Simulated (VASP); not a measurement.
These are PBE GGA, VASP's PBE PAW potentials (set 64) (plane waves; VASP) values and carry that method's errors.

VASP ran on this input.

POSCAR:
```
Cu
1.0
  0.0000000000   1.7960338495   1.7960338495
  1.7960338495   0.0000000000   1.7960338495
  1.7960338495   1.7960338495   0.0000000000
Cu
1
Direct
  0.0000000000   0.0000000000   0.0000000000
```

INCAR:
```
SYSTEM = Cu
PREC = Accurate
ENCUT = 500
EDIFF = 1E-6
NELM = 100
ALGO = Normal
LREAL = .FALSE.
LASPH = .TRUE.
ISMEAR = 1
SIGMA = 0.1
GGA = PE
LMAXMIX = 4
LWAVE = .FALSE.
LCHARG = .FALSE.
IBRION = 2
ISIF = 3
NSW = 40
EDIFFG = -0.02
PSTRESS = 100
```

KPOINTS:
```
Automatic
0
G
17 17 17
0 0 0
```

POTCAR, in this order: Cu (PBE.64 set). Program: vasp_std.

Energy and stress use the plane-wave basis of the starting cell.

Q: Predict the energy per atom (σ→0), volume per atom, band gap (on the k-mesh).

A: 
```
Property                                                     Value
------------------------  ----------------------------------------
energy per atom (σ→0)                               -3.705 eV/atom
band gap (on the k-mesh)  none (metal, semimetal or under 0.01 eV)
volume per atom                                      11.26 Å³/atom
```

OSZICAR:
```
...
       N       E                     dE             d eps       ncg     rms          rms(c)
DAV:   1    -0.384627328556E+01   -0.16330E+00   -0.28645E+00  3109   0.452E+01    0.305E+00
DAV:   2    -0.374430893913E+01    0.10196E+00   -0.19220E+00  3113   0.318E+01    0.108E+00
DAV:   3    -0.370871404465E+01    0.35595E-01   -0.28404E-01  3089   0.127E+01    0.458E-01
DAV:   4    -0.370466751817E+01    0.40465E-02   -0.77200E-03  4252   0.132E+00    0.492E-02
DAV:   5    -0.370464500270E+01    0.22515E-04   -0.20730E-04  3285   0.329E-01    0.146E-02
DAV:   6    -0.370464464047E+01    0.36223E-06   -0.65524E-06  2453   0.489E-02
   3 F= -.30016665E+01 E0= -.30016855E+01  d E =-.528243E-02
```

The compound is Cu in the fcc structure. This run relaxes it under an external pressure of 10 GPa. Symmetry was kept, so distortions that lower it aren't found.
